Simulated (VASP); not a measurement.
# Mg(0001) over its thickness, part 6 of 7

How many layers does a slab of Mg(0001) need before surface energy, work function and relaxation settle?

VASP 6.6.1; PBE; plane waves and PAW (Mg).

So far. Step 16 (Surface relaxation, layers 10): The run ended after 18 ionic steps, 0.004 eV below its first step, once the forces on the free atoms met EDIFFG = -0.01. Step 17 (The vacuum level, layers 10): The vacuum level lies 3.69 eV above the Fermi level at the upper face; both faces agree, as the slab has next to no dipole.

**18. Surface relaxation, layers 11**

System of this step: Mg(0001). The cell holds 11 atoms: 11 Mg. Its edges and angles: a = 3.186 Å, b = 3.186 Å, c = 41.004 Å, α = 90.0°, β = 90.0°, γ = 60.0°. It derives from Mg. 11 layers of hcp Mg, cut at this functional's lattice. Vacuum lies along c.

INCAR reads:

```
SYSTEM = Mg
PREC = Normal
ENCUT = 320
EDIFF = 1E-06
NELM = 120
ISMEAR = 1
SIGMA = 0.15
LREAL = .FALSE.
ALGO = Fast
GGA = PE
NBANDS = 22
LORBIT = 11
LWAVE = .FALSE.
LCHARG = .FALSE.
KPAR = 4
IBRION = 2
NSW = 50
ISIF = 2
EDIFFG = -0.01
POTIM = 0.4
MAXMIX = 40
```

POSCAR reads:

```
Mg
1.0
    3.1860766385      0.0000000000      0.0000000000
    1.5930383192      2.7592233073      0.0000000000
    0.0000000000      0.0000000000     41.0038026250
Mg
11
Direct
    0.0000000000      0.0000000000      0.1829098600
    0.6666666700      0.6666666700      0.2463278900
    0.0000000000      0.0000000000      0.3097459200
    0.6666666700      0.6666666700      0.3731639500
    0.0000000000      0.0000000000      0.4365819700
    0.6666666700      0.6666666700      0.5000000000
    0.0000000000      0.0000000000      0.5634180300
    0.6666666700      0.6666666700      0.6268360500
    0.0000000000      0.0000000000      0.6902540800
    0.6666666700      0.6666666700      0.7536721100
    0.0000000000      0.0000000000      0.8170901400
```

KPOINTS reads:

```
Automatic mesh
0
Gamma
12 12 1
0 0 0
```

Potentials, in the order of the species: Mg (PBE family, release 64).

Command:

```bash
mpirun -np 4 vasp_std
```

Output:

```text
[banner, memory and clock lines left out]
running    4 mpi-ranks, on    1 nodes
[...]
LDA part: xc-table for (Slater+PW92), standard interpolation
 POSCAR, INCAR and KPOINTS ok, starting setup
[...]
entering main loop
       N       E                     dE             d eps       ncg     rms          rms(c)
DAV:   1     0.182577179530E+02    0.18258E+02   -0.47029E+03   836   0.475E+02
DAV:   2    -0.146709262995E+02   -0.32929E+02   -0.30922E+02  1094   0.723E+01
DAV:   3    -0.161533767387E+02   -0.14825E+01   -0.14456E+01  1142   0.139E+01
DAV:   4    -0.161856484177E+02   -0.32272E-01   -0.32218E-01  1134   0.240E+00
[...]
RMM:  19    -0.159294142896E+02   -0.39133E-05   -0.20171E-07   543   0.182E-03    0.308E-04
RMM:  20    -0.159294194529E+02   -0.51633E-05   -0.12434E-07   467   0.128E-03    0.135E-04
RMM:  21    -0.159294198730E+02   -0.42011E-06   -0.14981E-08   392   0.958E-04
   1 F= -.15929420E+02 E0= -.15925607E+02  d E =-.159294E+02
[... from here on, the cycles between the ionic steps are left out ...]
   2 F= -.15929872E+02 E0= -.15926055E+02  d E =-.452404E-03
   3 F= -.15930912E+02 E0= -.15927085E+02  d E =-.149227E-02
   4 F= -.15931587E+02 E0= -.15927762E+02  d E =-.216731E-02
   5 F= -.15931603E+02 E0= -.15927776E+02  d E =-.218359E-02
   6 F= -.15931815E+02 E0= -.15927982E+02  d E =-.211633E-03
   7 F= -.15932194E+02 E0= -.15928348E+02  d E =-.590990E-03
   8 F= -.15931817E+02 E0= -.15927953E+02  d E =-.213708E-03
   9 F= -.15932234E+02 E0= -.15928382E+02  d E =-.630407E-03
  10 F= -.15932466E+02 E0= -.15928635E+02  d E =-.231917E-03
  11 F= -.15932710E+02 E0= -.15928910E+02  d E =-.476345E-03
  12 F= -.15933012E+02 E0= -.15929250E+02  d E =-.301408E-03
  13 F= -.15933392E+02 E0= -.15929747E+02  d E =-.682254E-03
  14 F= -.15933699E+02 E0= -.15930106E+02  d E =-.306597E-03
  15 F= -.15933968E+02 E0= -.15930483E+02  d E =-.575864E-03
  16 F= -.15934148E+02 E0= -.15930685E+02  d E =-.180008E-03
  17 F= -.15934422E+02 E0= -.15931020E+02  d E =-.453975E-03
  18 F= -.15934428E+02 E0= -.15931035E+02  d E =-.460086E-03
[...]
reached required accuracy - stopping structural energy minimisation
```

Wall time 4.9 min (4 MPI ranks of AMD EPYC 7571, shared host); peak memory 0.83 GiB.

OUTCAR, selected parts (step 18):

```text
  Total       -0.3399283     -0.3399283      0.0007923      0.0000000      0.0000000     -0.0000000
  in kB       -1.5108827     -1.5108827      0.0035215      0.0000000      0.0000000     -0.0000000
  external PRESSURE =      -1.0060813 kB  Pullay stress =       0.0000000 kB

 POSITION                                       TOTAL-FORCE (eV/Angst)
 -----------------------------------------------------------------------------------
      0.00000      0.00000      7.56122         0.000000      0.000000     -0.004377
      3.18608      1.83948     10.19461         0.000000      0.000000      0.008966
      4.77911      2.75922     12.78393        -0.000000      0.000000     -0.003827
      3.18608      1.83948     15.35753        -0.000000     -0.000000     -0.003622
      0.00000      0.00000     17.93134         0.000000      0.000000      0.002612
      3.18608      1.83948     20.50190        -0.000000      0.000000      0.000000
      0.00000      0.00000     23.07246        -0.000000      0.000000     -0.002612
      3.18608      1.83948     25.64627        -0.000000     -0.000000      0.003622
      3.18608      0.00000     28.21987         0.000000      0.000000      0.003827
      3.18608      1.83948     30.80919         0.000000     -0.000000     -0.008966
      3.18608      0.00000     33.44258         0.000000      0.000000      0.004377
 -----------------------------------------------------------------------------------
    total drift:                                0.000090      0.000052      0.000000

  FREE ENERGIE OF THE ION-ELECTRON SYSTEM (eV)
  ---------------------------------------------------
  free  energy   TOTEN  =       -15.9344284238 eV

  energy  without entropy=      -15.9242475898  energy(sigma->0) =      -15.93103481

[... 1 part as in an earlier step ...]

[... 3 further parts left out ...]
[key lines of the parts left out:]
E-fermi :   0.7364
```

The run ended after 18 ionic steps, 0.005 eV below its first step, once the forces on the free atoms met EDIFFG = -0.01.

**19. The vacuum level, layers 11**

Edit INCAR of step 18 so:

```diff
@@ -15,7 +15,6 @@
 KPAR = 4
-IBRION = 2
-NSW = 50
-ISIF = 2
-EDIFFG = -0.01
-POTIM = 0.4
-MAXMIX = 40
+IDIPOL = 3
+LDIPOL = .TRUE.
+DIPOL = 0.5 0.5 0.5
+LVHAR = .TRUE.
+LVACPOTAV = .TRUE.
```

POSCAR reads:

```
Mg
1.0
    3.1860766385      0.0000000000      0.0000000000
    1.5930383192      2.7592233073      0.0000000000
    0.0000000000      0.0000000000     41.0038026250
Mg
11
Direct
    0.0000000000      0.0000000000      0.1844029457
    0.6666666700      0.6666666700      0.2486260619
    0.0000000000      0.0000000000      0.3117743649
    0.6666666700      0.6666666700      0.3745391908
    0.0000000000      0.0000000000      0.4373091966
    0.6666666700      0.6666666700      0.5000000000
    0.0000000000      0.0000000000      0.5626908034
    0.6666666700      0.6666666700      0.6254608092
    0.0000000000      0.0000000000      0.6882256351
    0.6666666700      0.6666666700      0.7513739381
    0.0000000000      0.0000000000      0.8155970543
```

KPOINTS is that of step 18.

Command:

```bash
mpirun -np 4 vasp_std
```

Output:

```text
[... set-up lines as in an earlier step ...]
 entering main loop
       N       E                     dE             d eps       ncg     rms          rms(c)
DAV:   1     0.184784611937E+02    0.18478E+02   -0.47064E+03   836   0.475E+02
DAV:   2    -0.146745600779E+02   -0.33153E+02   -0.31143E+02  1094   0.726E+01
DAV:   3    -0.161641707547E+02   -0.14896E+01   -0.14550E+01  1150   0.139E+01
DAV:   4    -0.161960050470E+02   -0.31834E-01   -0.31790E-01  1136   0.240E+00
[...]
RMM:  19    -0.159344215115E+02   -0.38581E-05   -0.20502E-07   624   0.192E-03    0.329E-04
RMM:  20    -0.159344279738E+02   -0.64622E-05   -0.14721E-07   552   0.133E-03    0.112E-04
RMM:  21    -0.159344282259E+02   -0.25214E-06   -0.14127E-08   394   0.957E-04
 [... a notice as in an earlier step ...]

   1 F= -.15934428E+02 E0= -.15931034E+02  d E =-.101813E-01
```

It took 50 s on 4 MPI ranks; peak memory 0.74 GiB.

OUTCAR, selected parts (step 19):

```text
  Total       -0.3399657     -0.3399657      0.0007509      0.0000000      0.0000000     -0.0000000
  in kB       -1.5110486     -1.5110486      0.0033375      0.0000000      0.0000000     -0.0000000
  external PRESSURE =      -1.0062533 kB  Pullay stress =       0.0000000 kB

 POSITION                                       TOTAL-FORCE (eV/Angst)
 -----------------------------------------------------------------------------------
      0.00000      0.00000      7.56122         0.000000      0.000000     -0.004227
      3.18608      1.83948     10.19461        -0.000000     -0.000000      0.009107
      0.00000      0.00000     12.78393         0.000000      0.000000     -0.003789
      3.18608      1.83948     15.35753         0.000000     -0.000000     -0.003489
      0.00000      0.00000     17.93134        -0.000000     -0.000000      0.002539
      3.18608      1.83948     20.50190        -0.000000      0.000000      0.000000
      0.00000      0.00000     23.07246        -0.000000     -0.000000     -0.002539
      3.18608      1.83948     25.64627         0.000000     -0.000000      0.003489
      0.00000      0.00000     28.21987        -0.000000      0.000000      0.003789
      3.18608      1.83948     30.80919         0.000000     -0.000000     -0.009107
      0.00000      0.00000     33.44258         0.000000     -0.000000      0.004227
 -----------------------------------------------------------------------------------
    total drift:                                0.000090      0.000052      0.000000

  FREE ENERGIE OF THE ION-ELECTRON SYSTEM (eV)
  ---------------------------------------------------
  free  energy   TOTEN  =       -15.9344282259 eV

  energy  without entropy=      -15.9242468761  energy(sigma->0) =      -15.93103444

[... 2 parts as in an earlier step ...]

[... 1 further part left out ...]
[key lines of the parts left out:]
E-fermi :   0.7364
```

The planar average of the electrostatic potential oscillates, so the rows of the table below give means over windows of 2.62 Å about each position, cut where the curve ends. Its maxima inside the range that stand out by 2 % of the span (Å: eV): 8.9: 1.03, 11.5: 0.945, 14.1: 0.880, 16.6: 0.894, 19.2: 0.887, 21.8: 0.887, 24.4: 0.894, 26.9: 0.880, 29.5: 0.945, 32.1: 1.03. Its minima: 7.5: -6.42, 10.3: -6.36, 12.8: -6.39, 15.4: -6.44, 17.9: -6.42, 20.5: -6.41, 23.1: -6.42, 25.6: -6.44, 28.2: -6.39, 30.8: -6.36, 33.5: -6.42.

Zero at the Fermi level. The planar average of the electrostatic potential by height; means over each step:

```csv
height (Å),planar average of the electrostatic potential (eV)
1.31,3.71
3.93,3.67
6.55,-0.833
9.17,-2.53
11.79,-2.65
14.41,-2.71
17.03,-2.71
19.65,-2.70
22.27,-2.70
24.89,-2.69
27.51,-2.66
30.13,-2.62
32.75,-2.57
35.37,2.35
37.99,3.70
40.61,3.71
```

The vacuum level lies 3.71 eV above the Fermi level at the upper face; both faces agree, as the slab has next to no dipole.

The program found no field-free point at its default tolerance, but its printed level agrees with the flat part of the planar average.

**20. Relaxing the slab, layers 12**

System of this step: Mg(0001). The cell holds 12 atoms: 12 Mg. Its edges and angles: a = 3.186 Å, b = 3.186 Å, c = 43.604 Å, α = 90.0°, β = 90.0°, γ = 60.0°. It derives from Mg. 12 layers of hcp Mg, cut at this functional's lattice. Vacuum lies along c.

INCAR reads:

```
SYSTEM = Mg
PREC = Normal
ENCUT = 320
EDIFF = 1E-06
NELM = 120
ISMEAR = 1
SIGMA = 0.15
LREAL = .FALSE.
ALGO = Fast
GGA = PE
NBANDS = 24
LORBIT = 11
LWAVE = .FALSE.
LCHARG = .FALSE.
KPAR = 4
IBRION = 2
NSW = 50
ISIF = 2
EDIFFG = -0.01
POTIM = 0.4
MAXMIX = 40
```

POSCAR reads:

```
Mg
1.0
    3.1860766385      0.0000000000      0.0000000000
    1.5930383192      2.7592233073      0.0000000000
    0.0000000000      0.0000000000     43.6041828875
Mg
12
Direct
    0.6666666700      0.6666666700      0.1720018500
    0.0000000000      0.0000000000      0.2316378700
    0.6666666700      0.6666666700      0.2912739000
    0.0000000000      0.0000000000      0.3509099300
    0.6666666700      0.6666666700      0.4105459600
    0.0000000000      0.0000000000      0.4701819900
    0.6666666700      0.6666666700      0.5298180100
    0.0000000000      0.0000000000      0.5894540400
    0.6666666700      0.6666666700      0.6490900700
    0.0000000000      0.0000000000      0.7087261000
    0.6666666700      0.6666666700      0.7683621300
    0.0000000000      0.0000000000      0.8279981500
```

KPOINTS is that of step 19.

Command:

```bash
mpirun -np 4 vasp_std
```

Output:

```text
[banner, memory and clock lines left out]
running    4 mpi-ranks, on    1 nodes
[...]
LDA part: xc-table for (Slater+PW92), standard interpolation
 POSCAR, INCAR and KPOINTS ok, starting setup
[...]
entering main loop
       N       E                     dE             d eps       ncg     rms          rms(c)
DAV:   1     0.215290552430E+02    0.21529E+02   -0.51023E+03   920   0.474E+02
DAV:   2    -0.160159142230E+02   -0.37545E+02   -0.34980E+02  1176   0.753E+01
DAV:   3    -0.176577934931E+02   -0.16419E+01   -0.15906E+01  1264   0.142E+01
DAV:   4    -0.176970551074E+02   -0.39262E-01   -0.39222E-01  1256   0.261E+00
[...]
RMM:  20    -0.174299075689E+02   -0.60557E-05   -0.16375E-07   555   0.137E-03    0.227E-04
RMM:  21    -0.174299086746E+02   -0.11057E-05   -0.17977E-08   448   0.921E-04    0.879E-05
RMM:  22    -0.174299095207E+02   -0.84605E-06   -0.20548E-08   414   0.862E-04
   1 F= -.17429910E+02 E0= -.17426994E+02  d E =-.174299E+02
[...]
3 F= -.17431043E+02 E0= -.17428074E+02  d E =-.113299E-02
   4 F= -.17431424E+02 E0= -.17428380E+02  d E =-.151442E-02
   5 F= -.17431475E+02 E0= -.17428450E+02  d E =-.156578E-02
   6 F= -.17431675E+02 E0= -.17428651E+02  d E =-.199415E-03
   7 F= -.17432042E+02 E0= -.17429026E+02  d E =-.566575E-03
   8 F= -.17432004E+02 E0= -.17428966E+02  d E =-.528383E-03
   9 F= -.17432206E+02 E0= -.17429205E+02  d E =-.202277E-03
  10 F= -.17432573E+02 E0= -.17429681E+02  d E =-.569511E-03
  11 F= -.17432212E+02 E0= -.17429543E+02  d E =-.208237E-03
  12 F= -.17432621E+02 E0= -.17429787E+02  d E =-.617325E-03
  13 F= -.17432792E+02 E0= -.17429987E+02  d E =-.171375E-03
  14 F= -.17433216E+02 E0= -.17430494E+02  d E =-.594690E-03
  15 F= -.17433598E+02 E0= -.17431052E+02  d E =-.976998E-03
  16 F= -.17433952E+02 E0= -.17431481E+02  d E =-.353562E-03
  17 F= -.17434243E+02 E0= -.17431932E+02  d E =-.644822E-03
  18 F= -.17434604E+02 E0= -.17432411E+02  d E =-.361245E-03
  19 F= -.17435102E+02 E0= -.17433284E+02  d E =-.859386E-03
  20 F= -.17435260E+02 E0= -.17433564E+02  d E =-.157890E-03
 trial-energy change:   -0.000158  1 .order   -0.000160   -0.000427    0.000107
 step:   7.9068(harm=  7.9068)  dis= 0.00485  next Energy=   -17.435273 (dE=-0.171E-03)
 reached required accuracy - stopping structural energy minimisation
```

It took 6.2 min on 4 MPI ranks; peak memory 0.87 GiB; 24 min of CPU time.

From OUTCAR (step 20):

```text
  Total       -0.1708270     -0.1708270      0.0002172      0.0000000      0.0000000      0.0000000
  in kB       -0.7139960     -0.7139960      0.0009078      0.0000000      0.0000000      0.0000000
  external PRESSURE =      -0.4756947 kB  Pullay stress =       0.0000000 kB

 POSITION                                       TOTAL-FORCE (eV/Angst)
 -----------------------------------------------------------------------------------
      3.18608      1.83948      7.59536         0.000000     -0.000000     -0.000035
      0.00000      0.00000     10.22293         0.000000      0.000000     -0.001620
      3.18608      1.83948     12.80446         0.000000     -0.000000      0.007896
      1.59304      2.75922     15.38360        -0.000000     -0.000000     -0.009795
      3.18608      1.83948     17.95087         0.000000      0.000000      0.002338
      0.00000      0.00000     20.52339        -0.000000     -0.000000     -0.002754
      3.18608      1.83948     23.08079        -0.000000      0.000000      0.002754
      3.18608      0.00000     25.65331         0.000000      0.000000     -0.002338
      3.18608      1.83948     28.22058         0.000000     -0.000000      0.009795
      0.00000      0.00000     30.79972         0.000000      0.000000     -0.007896
      3.18608      1.83948     33.38125        -0.000000     -0.000000      0.001620
      0.00000      0.00000     36.00882        -0.000000     -0.000000      0.000035
 -----------------------------------------------------------------------------------
    total drift:                                0.000107      0.000062      0.000004

  FREE ENERGIE OF THE ION-ELECTRON SYSTEM (eV)
  ---------------------------------------------------
  free  energy   TOTEN  =       -17.4352601061 eV

  energy  without entropy=      -17.4301716639  energy(sigma->0) =      -17.43356396

[... 1 part as in an earlier step ...]

[... 3 further parts left out ...]
[key lines of the parts left out:]
E-fermi :   0.8568
```

The run ended after 20 ionic steps, 0.005 eV below its first step, once the forces on the free atoms met EDIFFG = -0.01.

**21. The vacuum level, layers 12**

Edit INCAR of step 20 so:

```diff
@@ -15,7 +15,6 @@
 KPAR = 4
-IBRION = 2
-NSW = 50
-ISIF = 2
-EDIFFG = -0.01
-POTIM = 0.4
-MAXMIX = 40
+IDIPOL = 3
+LDIPOL = .TRUE.
+DIPOL = 0.5 0.5 0.5
+LVHAR = .TRUE.
+LVACPOTAV = .TRUE.
```

POSCAR reads:

```
Mg
1.0
    3.1860766385      0.0000000000      0.0000000000
    1.5930383192      2.7592233073      0.0000000000
    0.0000000000      0.0000000000     43.6041828875
Mg
12
Direct
    0.6666666700      0.6666666700      0.1741887779
    0.0000000000      0.0000000000      0.2344483717
    0.6666666700      0.6666666700      0.2936520609
    0.0000000000      0.0000000000      0.3528011242
    0.6666666700      0.6666666700      0.4116777988
    0.0000000000      0.0000000000      0.4706748300
    0.6666666700      0.6666666700      0.5293251700
    0.0000000000      0.0000000000      0.5883222012
    0.6666666700      0.6666666700      0.6471988758
    0.0000000000      0.0000000000      0.7063479391
    0.6666666700      0.6666666700      0.7655516283
    0.0000000000      0.0000000000      0.8258112221
```

KPOINTS is that of step 20.

Command:

```bash
mpirun -np 4 vasp_std
```

Output:

```text
[... set-up lines as in an earlier step ...]
 entering main loop
       N       E                     dE             d eps       ncg     rms          rms(c)
DAV:   1     0.218233637093E+02    0.21823E+02   -0.51069E+03   920   0.474E+02
DAV:   2    -0.160131035482E+02   -0.37836E+02   -0.35225E+02  1176   0.756E+01
DAV:   3    -0.176692566849E+02   -0.16562E+01   -0.16043E+01  1272   0.143E+01
DAV:   4    -0.177087905614E+02   -0.39534E-01   -0.39498E-01  1240   0.260E+00
[...]
RMM:  20    -0.174352590961E+02   -0.58594E-05   -0.26474E-07   683   0.148E-03    0.264E-04
RMM:  21    -0.174352605652E+02   -0.14691E-05   -0.25324E-08   485   0.948E-04    0.123E-04
RMM:  22    -0.174352612895E+02   -0.72433E-06   -0.20042E-08   435   0.857E-04
 [... a notice as in an earlier step ...]

   1 F= -.17435261E+02 E0= -.17433565E+02  d E =-.508958E-02
```

Wall time 62 s (4 MPI ranks); peak memory 0.8 GiB.

Parts of OUTCAR (step 21):

```text
  Total       -0.1710409     -0.1710409      0.0000857      0.0000000      0.0000000      0.0000000
  in kB       -0.7148902     -0.7148902      0.0003581      0.0000000      0.0000000      0.0000000
  external PRESSURE =      -0.4764741 kB  Pullay stress =       0.0000000 kB

 POSITION                                       TOTAL-FORCE (eV/Angst)
 -----------------------------------------------------------------------------------
      3.18608      1.83948      7.59536         0.000000      0.000000      0.000013
      0.00000      0.00000     10.22293         0.000000      0.000000     -0.001391
      3.18608      1.83948     12.80446        -0.000000      0.000000      0.007887
      0.00000      0.00000     15.38360         0.000000     -0.000000     -0.009733
      3.18608      1.83948     17.95087        -0.000000      0.000000      0.002391
      0.00000      0.00000     20.52339        -0.000000     -0.000000     -0.002929
      3.18608      1.83948     23.08079         0.000000      0.000000      0.002929
      0.00000      0.00000     25.65331         0.000000     -0.000000     -0.002391
      3.18608      1.83948     28.22058        -0.000000     -0.000000      0.009733
      0.00000      0.00000     30.79972         0.000000      0.000000     -0.007887
      3.18608      1.83948     33.38125        -0.000000     -0.000000      0.001391
      0.00000      0.00000     36.00882        -0.000000     -0.000000     -0.000013
 -----------------------------------------------------------------------------------
    total drift:                                0.000107      0.000062      0.000009

  FREE ENERGIE OF THE ION-ELECTRON SYSTEM (eV)
  ---------------------------------------------------
  free  energy   TOTEN  =       -17.4352612895 eV

  energy  without entropy=      -17.4301717083  energy(sigma->0) =      -17.43356476

[... 2 parts as in an earlier step ...]

[... 1 further part left out ...]
[key lines of the parts left out:]
E-fermi :   0.8567
```

The vacuum level lies 3.70 eV above the Fermi level at the upper face; both faces agree, as the slab has next to no dipole.

The program found no field-free point at its default tolerance, but its printed level agrees with the flat part of the planar average.

(Continued in part 7 of 7.)

[Lines on the potential files, build, host, timing and source positions are cut from VASP's logs without a mark.]

[Logs are printed without paths, hosts, clocks, repeated set-up lines and the standing remarks that a program may print on its own settings, such as how far it seeks lower states.]

[Hosts, paths, dates, database ids (printed as entryN), source tags and the programs' standing remarks are cut or masked in the printed files.]

[Runs that stopped without an error message from VASP are left out.]
